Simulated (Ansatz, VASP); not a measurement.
## BaSc2In2 in two plane-wave programs

One calculation is typed for both programs; each brings its own data sets and cutoff. How far apart do they land? The cell is invented: As first built, before any earlier steps moved the atoms (in the runner's words): it takes the BaIn4 structure with some of its atoms replaced by other elements, volume scaled by an estimate. It may not be a known or stable phase. The cell is taken from a series of VASP runs on this material, whose earlier steps may have relaxed, scaled or displaced it; both programs get it as it stands.

Main program and level: Ansatz 0.2.0; plane waves, with VASP 6.6.1 beside it; single point at PBE.

### 1. The starting structure

Symmetry: I4/mmm, No. 139, tetragonal system. The conventional cell has a = 4.973 Å, b = 4.973 Å, c = 12.935 Å, α = 90.00°, β = 90.00°, γ = 90.00°. Ba has 8 Sc at 3.88 Å and 8 In at 4.08 Å nearest. Nearest to In lie 4 Sc at 2.96 Å and 4 In at 3.52 Å and 4 Ba at 4.08 Å. Nearest to Sc lie 4 In at 2.96 Å and 1 Sc at 3.27 Å and 4 Ba at 3.88 Å. As first built, before any earlier steps moved the atoms (in the runner's words): sites of the BaIn4 structure (space group 139) filled with other elements, volume scaled by an estimate. Farther neighbours are not listed.

Coordinates:

```
Ba In Sc
1.0
    -2.48660    2.48660    6.46754
     2.48660   -2.48660    6.46754
     2.48660    2.48660   -6.46754
Ba In Sc
1 2 2
Direct
  0.00000 0.00000 0.00000
  0.75000 0.25000 0.50000
  0.25000 0.75000 0.50000
  0.62634 0.62634 0.00000
  0.37366 0.37366 0.00000
```

### 2. VASP: single point, PBE

With cell and atoms fixed, the geometry can't cause a difference; cores, projectors, grids and the points listed under the comparison can.

Lines of VASP's logs that name or quote its potential files are left out, and so is its time.

INCAR

```
SYSTEM = BaSc2In2
PREC = Accurate
ENCUT = 400
EDIFF = 1E-06
NELM = 100
ISMEAR = 0
SIGMA = 0.05
LREAL = .FALSE.
ALGO = Normal
GGA = PE
NBANDS = 35
LORBIT = 11
LWAVE = .FALSE.
LCHARG = .FALSE.
KPAR = 2
ISIF = 2
```

POSCAR

```
BaSc2In2
1.0
   -2.4865995018      2.4865995018      6.4675442854
    2.4865995018     -2.4865995018      6.4675442854
    2.4865995018      2.4865995018     -6.4675442854
Ba In Sc
1 2 2
Direct
    0.0000000000      0.0000000000      0.0000000000
    0.7500000000      0.2500000000      0.5000000000
    0.2500000000      0.7500000000      0.5000000000
    0.6263371368      0.6263371368      0.0000000000
    0.3736628632      0.3736628632      0.0000000000
```

KPOINTS

```
Automatic mesh
0
Gamma
6 6 6
0 0 0
```

The projector-augmented-wave data sets are Ba_sv, In_d and Sc_sv (PBE family, release 64).

Started as:

```bash
> mpirun -np 2 vasp_std
```

Numbers of over 12 decimals in the logs are rounded to 6 here.

The program printed:

```text
[banner, memory and clock lines left out]
running    2 mpi-ranks, on    1 nodes
 distrk:  each k-point on    1 cores,    2 groups
 distr:  one band on    1 cores,    1 groups

 POSCAR found type information on POSCAR BaInSc
 POSCAR found :  3 types and       5 ions
 LDA part: xc-table for (Slater+PW92), standard interpolation
 POSCAR, INCAR and KPOINTS ok, starting setup
 FFT: planning ... GRIDC
 FFT: planning ... GRID_SOFT
 FFT: planning ... GRID
 WAVECAR not read
 entering main loop
       N       E                     dE             d eps       ncg     rms          rms(c)
DAV:   1     0.785460319318E+03    0.78546E+03   -0.23339E+04  2100   0.154E+03
DAV:   2     0.754811803182E+02   -0.70998E+03   -0.70274E+03  2732   0.581E+02
DAV:   3    -0.177363927333E+02   -0.93218E+02   -0.91726E+02  3312   0.244E+02
DAV:   4    -0.224684557574E+02   -0.47321E+01   -0.45977E+01  3240   0.498E+01
DAV:   5    -0.227018451552E+02   -0.23339E+00   -0.23247E+00  3704   0.108E+01    0.969E+00
DAV:   6    -0.198397604873E+02    0.28621E+01   -0.15466E+01  3112   0.203E+01    0.294E+00
DAV:   7    -0.198166578046E+02    0.23103E-01   -0.76915E-01  3165   0.704E+00    0.180E+00
DAV:   8    -0.198023482371E+02    0.14310E-01   -0.12278E-01  3469   0.223E+00    0.687E-01
DAV:   9    -0.198007028556E+02    0.16454E-02   -0.42681E-02  3184   0.123E+00    0.277E-01
DAV:  10    -0.198010001410E+02   -0.29729E-03   -0.15673E-02  3293   0.749E-01    0.154E-01
DAV:  11    -0.198005826913E+02    0.41745E-03   -0.55701E-03  3149   0.396E-01    0.482E-02
DAV:  12    -0.198005496121E+02    0.33079E-04   -0.38536E-04  3437   0.126E-01    0.115E-02
DAV:  13    -0.198005569105E+02   -0.72984E-05   -0.11880E-04  3010   0.563E-02    0.171E-02
DAV:  14    -0.198005487743E+02    0.81362E-05   -0.61898E-05  2848   0.401E-02    0.182E-03
DAV:  15    -0.198005488270E+02   -0.52730E-07   -0.18367E-06  1952   0.966E-03
   1 F= -.19800549E+02 E0= -.19796029E+02  d E =-.904033E-02
```

Parts of OUTCAR (step 2):

```text
ion  position               nearest neighbor table
   1  0.000  0.000  0.000-   4 3.88   4 3.88   4 3.88   5 3.88   4 3.88   5 3.88   5 3.88   5 3.88
                             2 4.08   3 4.08   2 4.08   3 4.08   2 4.08   2 4.08   3 4.08   3 4.08
   2  0.750  0.250  0.500-   5 2.96   4 2.96   5 2.96   4 2.96   3 3.52   3 3.52   3 3.52   3 3.52
                             1 4.08   1 4.08   1 4.08   1 4.08
   3  0.250  0.750  0.500-   5 2.96   4 2.96   5 2.96   4 2.96   2 3.52   2 3.52   2 3.52   2 3.52
                             1 4.08   1 4.08   1 4.08   1 4.08
   4  0.626  0.626  0.000-   3 2.96   2 2.96   2 2.96   3 2.96   5 3.27   1 3.88   1 3.88   1 3.88
                             1 3.88
   5  0.374  0.374  0.000-   2 2.96   3 2.96   3 2.96   2 2.96   4 3.27   1 3.88   1 3.88   1 3.88
                             1 3.88

  LATTYP: Found a body centered tetragonal cell.
 ALAT       =     4.9731990036
 C/A-ratio  =     2.6009593747

 Subroutine GETGRP returns: Found 16 space group operations
 (whereof 16 operations were pure point group operations)

The static configuration has the point symmetry D_4h.

 Found     30 irreducible k-points:

   k-points           NKPTS =     30   k-points in BZ     NKDIM =     30   number of bands    NBANDS=     35

   dimension x,y,z NGX =    48 NGY =   48 NGZ =   48
   dimension x,y,z NGXF=    96 NGYF=   96 NGZF=   96

   ENCUT  =  400.0 eV  29.40 Ry    5.42 a.u.  12.01 12.01 12.01*2*pi/ulx,y,z

   NELECT =      58.0000    total number of electrons

 k-points in reciprocal lattice and weights: Automatic mesh
   0.00000000  0.00000000  0.00000000       0.005
   0.16666667  0.00000000  0.00000000       0.037
   0.33333333  0.00000000 -0.00000000       0.037
   0.50000000  0.00000000 -0.00000000       0.019
   0.16666667  0.16666667  0.00000000       0.037
   0.33333333  0.16666667 -0.00000000       0.074
   0.50000000  0.16666667 -0.00000000       0.074
  -0.33333333  0.16666667  0.00000000       0.074
  -0.16666667  0.16666667  0.00000000       0.019
[...]
-0.33333333 -0.33333333  0.33333333       0.009
   0.50000000  0.50000000  0.50000000       0.005

 average (electrostatic) potential at core
       1 -36.1395       2 -96.8488       3 -96.8488       4 -47.6534       5 -47.6534

 E-fermi :   3.8913

 k-point     1 :       0.0000    0.0000    0.0000
  band No.  band energies     occupation
    ...
     25       2.2227      2.00000
     26       2.5476      2.00000
     27       2.6945      2.00000
     28       2.6945      2.00000
     29       2.9750      2.00000
     30       4.6929      0.00000
     31       4.6933      0.00000
     32       4.6933      0.00000
     33       4.7175      0.00000
     34       5.4287      0.00000
    ...

 k-point     2 :       0.1667    0.0000    0.0000
  band No.  band energies     occupation
    ...
     25       2.0752      2.00000
     26       2.8237      2.00000
     27       2.8879      2.00000
     28       3.0209      2.00000
     29       3.2030      2.00000
     30       4.5292      0.00000
     31       4.5643      0.00000
     32       4.6756      0.00000
     33       4.9029      0.00000
     34       5.3003      0.00000
    ...

 k-point     3 :       0.3333    0.0000   -0.0000
  band No.  band energies     occupation
    ...
     24      -0.6055      2.00000
     25       2.1863      2.00000
     26       3.1140      2.00000
     27       3.1780      2.00000
     28       3.2342      2.00000
     29       3.9342      0.22516
     30       4.1980      0.00000
     31       4.2447      0.00000
     32       4.5413      0.00000
     33       5.2349      0.00000
    ...

  Total        0.1290233      0.1290233     -0.2549643      0.0000000      0.0000000      0.0000000
  in kB        1.2923126      1.2923126     -2.5537529      0.0000000      0.0000000      0.0000000
  external PRESSURE =       0.0102908 kB  Pullay stress =       0.0000000 kB

  energy-cutoff  :      400.00
  volume of cell :      159.96
      direct lattice vectors                 reciprocal lattice vectors
    -2.486599502  2.486599502  6.467544285     0.000000000  0.201077817  0.077309096
     2.486599502 -2.486599502  6.467544285     0.201077817  0.000000000  0.077309096
     2.486599502  2.486599502 -6.467544285     0.201077817  0.201077817  0.000000000

 POSITION                                       TOTAL-FORCE (eV/Angst)
 -----------------------------------------------------------------------------------
      0.00000      0.00000      0.00000        -0.000000     -0.000000      0.000000
      0.00000      2.48660      3.23377        -0.000000     -0.000000      0.000000
      2.48660      0.00000      3.23377        -0.000000     -0.000000      0.000000
      0.00000      0.00000      8.10173         0.000000      0.000000      0.284333
      0.00000      0.00000      4.83336        -0.000000     -0.000000     -0.284333
 -----------------------------------------------------------------------------------
    total drift:                                0.000000     -0.000000      0.000000

  FREE ENERGIE OF THE ION-ELECTRON SYSTEM (eV)
  ---------------------------------------------------
  free  energy   TOTEN  =       -19.8005488270 eV

  energy  without entropy=      -19.7915084967  energy(sigma->0) =      -19.79602866

 total charge
# of ion       s       p       d       tot
------------------------------------------
    1        2.021   5.574   0.314   7.909
    2        0.944   0.723   9.816  11.483
    3        0.944   0.723   9.816  11.483
    4        2.250   6.084   0.995   9.329
    5        2.250   6.084   0.995   9.329
--------------------------------------------------
tot          8.409  19.189  21.937  49.534

[... 3 further parts left out ...]
```

The k-mesh is coarse for a metal. Harder data sets than Ba_sv exist (the GW ones), and pressures, volumes and forces can shift noticeably with them.

### 3. Ansatz: single point, PBE

Ansatz runs on its default PAW (the set named soft_2) files.

The same cell, functional, mesh and smearing now go to Ansatz, which takes its cutoff from its data sets.

input.yaml

```yaml
crystal:
  lattice:
    - [-2.4865995018, 2.4865995018, 6.4675442854]
    - [2.4865995018, -2.4865995018, 6.4675442854]
    - [2.4865995018, 2.4865995018, -6.4675442854]
  atoms:
    - { symbol: Ba, position: [0.0, 0.0, 0.0] }
    - { symbol: In, position: [0.75, 0.25, 0.5] }
    - { symbol: In, position: [0.25, 0.75, 0.5] }
    - { symbol: Sc, position: [0.6263371368, 0.6263371368, 0.0] }
    - { symbol: Sc, position: [0.3736628632, 0.3736628632, 0.0] }
hamiltonian:
  xc: pbe
  pseudopotentials: { kind: paw }
kpoints:
  mp_grid: { grid: [6, 6, 6] }
scf:
  occupations: { method: gaussian, width: 0.05 }
  n_extra_bands: 5
output:
  forces: true
  stress: true
  eigenvalues: true
```

Started as:

```bash
> ansatz run input.yaml --threads 2 --pin off --max-ram 4608MiB --backend cpu --events-out ev --progress --plain --runs-dir out
```

The program printed:

```text
basis.fft_grid_basis auto: the FFT boxes are laid along the combinations [[1, 0, 1], [0, 1, 1], [0, 0, 1]] of the cell's own vectors, 4.973, 4.973 and 7.362 Å long. The dense box has 36×36×50 points. Along the cell's own vectors, as sized, it would have 50×50×50, 1.93 times as many. Of the 16 symmetry operations that the crystal satisfies within crystal.symmetry.tolerance (time reversal apart; of a slab, those that k [...]
scf.n_extra_bands = 5 over 29 filled bands (N_el = 58.0): the run solves 34 bands
Engine: ansatz 0.2.0, aarch64-unknown-linux-gnu
Pseudopotentials: kind: paw
Pseudopotential: Ba, paw, valence charge 10, recommended cutoff 420 eV (normal), Ba.paw.azcp
Pseudopotential: In, paw, valence charge 13, recommended cutoff 420 eV (normal), In.paw.azcp
Pseudopotential: Sc, paw, valence charge 11, recommended cutoff 420 eV (normal), Sc.paw.azcp
Functional definition: PBE
  parameter kappa = 0.804
  parameter beta = 0.066725
  exchange = pbe_x(kappa = kappa, mu = beta*pi^2/3)
  correlation = pbe_c(beta = beta)
Crystal: 5 atoms, lattice volume = 159.960 Å³
Basis set: ecut = 420 eV, 3145 PW (Γ), FFT grids on a1+a3, a2+a3, a3, exchange–correlation on 72×72×100 points (8 copies of the dense FFT grid, shifted against one another)
Bands: 34, of which v1, the nominal top of the filled ones, is band 29 counted from 1 (28 counted from 0)
Symmetry: 16 space group operations
Space group: I4/mmm (ITA 139), of the structure as read, at distance tolerance 5.4e-5 Å
k-points: 30 of 216
Non-local potential: Ba, projectors of the file, l = 0: 3, l = 1: 2, l = 2: 2, l = 3: 2
Non-local potential: In, projectors of the file, l = 0: 2, l = 1: 2, l = 2: 2, l = 3: 2
Non-local potential: Sc, projectors of the file, l = 0: 3, l = 1: 2, l = 2: 3, l = 3: 1
PAW form: soft (Blöchl's): semilocal exchange-correlation on the pseudo side does not see the compensation charge
PAW one-centre angular grid: Ba, 194 points (default); XC on 64 Gauss nodes
PAW one-centre angular grid: In, 590 points (default); XC on 64 Gauss nodes
PAW one-centre angular grid: Sc, 590 points (default); XC on 64 Gauss nodes
Initial density: superposition of atomic densities (neutral atoms: chi_scale 0, normalization atom), corrected by the library's trained network
Initial wavefunctions: pseudopotential atomic-orbital guess
Functional: x = pbe(κ = 0.804, μ = 0.219515), c = pbe(β = 0.066725)
SCF iter   1: F=—  HF=-21417.156018 eV  |F-HF|=—  |Δ(HF+E_count)|=         —  Δρ=4.07e-3  dr2=4.65e-2  ethr=1.77e-3  ⟨swp⟩=7.3  Hψ=4952  notcnv=0
preconditioner: auto → Kerker (q_TF=auto, 2.304 Å⁻¹)  [metal: Δε(μ)=0.030 eV  Ē_g=10.597 eV  σ=0.050 eV  W_gap=0.32  n_scr=32 (ndim 8)  ℏωp=18.6 eV  f_vac=0.000  D(μ)=6.59/eV (n_scr^D=52)]
SCF iter   2: F=—  HF=-21417.150505 eV  |F-HF|=—  |Δ(HF+E_count)|=   5.51e-3  Δρ=2.04e-3  dr2=1.07e-2  ethr=8.02e-5  ⟨swp⟩=2.2  Hψ=1410  notcnv=0  defer=20
SCF iter   3: F=—  HF=-21417.149657 eV  |F-HF|=—  |Δ(HF+E_count)|=   8.48e-4  Δρ=6.31e-4  dr2=1.04e-3  ethr=1.85e-5  ⟨swp⟩=2.0  Hψ=1136  notcnv=0  defer=20
SCF iter   4: F=—  HF=-21417.149626 eV  |F-HF|=—  |Δ(HF+E_count)|=   3.10e-5  Δρ=1.68e-4  dr2=1.00e-4  ethr=1.79e-6  ⟨swp⟩=2.0  Hψ=1741  notcnv=0  defer=20
SCF iter   5: F=—  HF=-21417.149620 eV  |F-HF|=—  |Δ(HF+E_count)|=   5.61e-6  Δρ=5.88e-5  dr2=9.06e-6  ethr=1.73e-7  ⟨swp⟩=2.0  Hψ=1442  notcnv=0  defer=20
SCF iter   6: F=—  HF=-21417.149606 eV  |F-HF|=—  |Δ(HF+E_count)|=   1.41e-5  Δρ=1.91e-5  dr2=1.02e-6  ethr=1.56e-8  ⟨swp⟩=3.0  Hψ=1869  notcnv=0  defer=20
SCF iter   7: F=-21417.149606 eV  HF=-21417.149606 eV  |F-HF|=1.40e-8  |Δ(HF+E_count)|=   3.49e-8  Δρ=5.92e-6  dr2=7.97e-8  ethr=1.72e-10  ⟨swp⟩=7.7  Hψ=5360  notcnv=0
SCF 1 converged in 7 iterations: F = -21417.149606 eV  dr2 = 7.97e-8
  greatest PAW one-centre occupation: 0.998 electrons in one spin orbital (limit 2), on the Sc atom at site 4 (counted from 0), in its partial waves of l = 0
SCF converged after 7 iterations
Free energy (F): -21417.149606 eV
Harris-Foulkes:  -21417.149606 eV  (|F-HF|=1.40e-8)
Internal energy: -21417.140803 eV  (E = F + TS)
E sigma→0 (E₀):  -21417.145205 eV
Entropy (-TS):   -0.008803 eV (-1.761 meV/atom)
Fermi energy:    8.142203 eV
--- Per-component energies (eV) ---
  E_band       = -513.227814
  E_kinetic    = 1172.217809
  E_local      = -5026.180085  (includes V_loc(G=0)·N_el)
  E_nonlocal   = 955.173104
  E_hartree    = 1923.087655
  E_xc         = -807.011214
  E_vxc        = -591.921128  (∫ρ·V_xc dr)
  E_paw        = -15442.565612  (= ΣΔE_a)
  E_vpaw       = -868.681824  (= ΣTr[D̂ρ^β])
  E_aug_tail   = 0.000072  (compensation charges beyond the density's cutoff)
  E_ewald      = -4191.862531
  E_smearing   = -0.008803  (= −TS)
  E_closure    = -0.000000  (closes the sum)
  Σ components = -21417.149606   (vs F -21417.149606, Δ=0.00e0)
--- Forces (eV/Å), atoms counted from 1 ---
  atom   1  Ba    -0.00000000     0.00000000    -0.00000000
  atom   2  In     0.00000000     0.00000000     0.00000000
  atom   3  In     0.00000000     0.00000000     0.00000000
  atom   4  Sc     0.00000000     0.00000000     0.28785245
  atom   5  Sc     0.00000000    -0.00000000    -0.28785245
  max |Σ_I F_I| component: 3.47e-18 eV/Å
--- Stress (GPa, compression-positive) ---
        0.070302      -0.000000       0.000000
       -0.000000       0.070302      -0.000000
        0.000000       0.000000      -0.309291
  P = ⅓ Tr σ = -0.0562 GPa (-0.562 kbar)
--- Band table (eV; the first three rows and the last of 30) ---
  k-point 0: bands = [... 25 lower, 6.8059, 6.9486, 6.9486, 7.2331, 8.9358, 8.9358, 8.9473, 8.9764, ... 1 higher]
  k-point 1: bands = [... 25 lower, 6.8194, 7.0556, 7.3967, 8.0653, 8.5495, 8.7111, 8.9620, 9.0817, ... 1 higher]
  k-point 2: bands = [... 25 lower, 6.5928, 7.3173, 7.8041, 7.8472, 8.2597, 8.9730, 9.1443, 9.2075, ... 1 higher]
  k-point 29: bands = [... 25 lower, 7.0124, 7.0124, 7.6689, 8.1209, 9.0954, 9.4961, 9.6231, 9.6605, ... 1 higher]
```

Wall time 6.9 s (2 threads of Arm Neoverse V1, shared host); peak memory 0.5 GiB.

The run ends at a pressure of -0.06 GPa, with forces up to 0.29 eV/Å.

### 4. Differences

Known differences besides the potentials themselves: the cutoff is 420 eV in Ansatz and 400 eV in VASP; VASP leaves aspherical gradient terms in its spheres out (LASPH is not set), Ansatz keeps them. Total energies have different zeros and are not compared.

The two programs side by side:

```csv
quantity,Ansatz,VASP,difference
pressure (GPa),-0.06,0.00,-0.06
```

Forces (eV/Å; atoms numbered as in POSCAR):

```csv
atom,"Ansatz x, y, z","VASP x, y, z"
Ba1,"0.000, 0.000, 0.000","0.000, 0.000, 0.000"
In2,"0.000, 0.000, 0.000","0.000, 0.000, 0.000"
In3,"0.000, 0.000, 0.000","0.000, 0.000, 0.000"
Sc4,"0.000, 0.000, 0.288","0.000, 0.000, 0.284"
Sc5,"0.000, 0.000, -0.288","0.000, 0.000, -0.284"
```

The forces differ by 1.3 meV/Å r.m.s., which is 1.2 % of the r.m.s. force of 0.10 eV/Å (both taken over all components). Ansatz's pressure holds a Pulay correction of 0.02 GPa; VASP's holds none.

### 5. Outcome

```json
{
  "r.m.s. force difference (single point, PBE)": "1.3 meV/Å"
}
```

What this shows: The r.m.s. force difference is 1.3 meV/Å (single point, PBE), within the 12 meV/Å picked in this series as the mark of a large difference. Such differences can come from data sets, numerical settings and the points named under the comparisons, not from the functional's error against experiment.

[Lines on the potential files, build, host, timing and source positions are cut from VASP's logs without a mark.]

[Logs are printed without paths, hosts, clocks, repeated set-up lines and the standing remarks that a program may print on its own settings, such as how far it seeks lower states.]

[Hosts, paths, dates, database ids (printed as entryN), source tags and the programs' standing remarks are cut or masked in the printed files.]
